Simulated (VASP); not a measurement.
Wanted: the native input for a VASP 6.6.1 run.

| Item | Value |
| --- | --- |
| Task | single point |
| Functional | PBE |
| Dispersion | D3(BJ) |
| Potentials or basis | VASP PAW PBE potentials, release 64 (O, H, Mg, Cl) |
| Cutoff | 520 eV |
| k mesh | 1 × 1 × 1 |
| Occupations | fermi-dirac, width 0.002 eV |
| Spin | no spin polarisation |
| Dipole correction | no |
| Further INCAR settings | LREAL = Auto; ALGO = Normal; EDIFF = 1e-06; NBANDS = 37 |

The structure of MgH8Cl2O4 lies in POSCAR:

```
MgH8Cl2O4
1.0
    5.7082670000      0.0000000000      0.0000000000
    0.0000000000      5.7082670000      0.0000000000
    0.0000000000      0.0000000000      5.7082670000
O H Mg Cl
4 8 1 2
Direct
    0.4366824467      0.9055638077      0.9294414575
    0.8271862546      1.0401755909      0.4873282907
    0.3177146409      0.1883934301      0.2995830433
    1.0027036227      0.1030260147     -0.0180965607
    0.3436594679      0.9107142325      0.7946895266
    0.5399712382      0.7753666743      0.8806700878
    0.9414065600      0.9154266961      0.4851560027
    0.6515112205      1.0193811887      0.4577045888
    0.2860237617      0.0869791129      0.1667406237
    0.4576520334      0.2696615277      0.2224668187
    1.1009120632     -0.0569524866     -0.0207243284
    0.8460711456      0.0077957110     -0.0263827883
    1.0149840573      0.3284359334      0.3694991843
    0.1461214060      0.6456075022      0.6129531082
    0.7163995658      0.4880815841      0.1411987211
```

The cell was built by a generator and needn't be a form met in nature.

These files were run (other wordings do the same):

INCAR

```
SYSTEM = MgH8Cl2O4
ALGO = Normal
EDIFF = 1E-6
ENCUT = 520
GGA = PE
ISIF = 2
ISMEAR = -1
IVDW = 12
LASPH = .TRUE.
LCHARG = .FALSE.
LREAL = Auto
LWAVE = .FALSE.
NBANDS = 37
NELM = 100
PREC = Accurate
SIGMA = 0.002
```

KPOINTS

```
k-points
0
G
  1 1 1
  0 0 0
```

Potentials or basis: VASP PAW PBE potentials, release 64 (O, H, Mg, Cl).

Launch:

```sh
$ cat potpaw_PBE.64/O/POTCAR potpaw_PBE.64/H/POTCAR potpaw_PBE.64/Mg/POTCAR potpaw_PBE.64/Cl/POTCAR > POTCAR
$ mpirun -np 1 vasp_gam > vasp.out
```

It gave:

| Quantity | Value |
| --- | --- |
| Pressure | 0.3 GPa |
| Largest force | 4.661 eV/Å |
| Band gap on the k mesh | 4.24 eV, direct |
| Dispersion energy per atom | -0.066 eV |

It took 14 s on 1 thread of Intel(R) Xeon(R) Platinum 8488C (Sapphire Rapids) (shared host), peak memory 0.25 GiB.
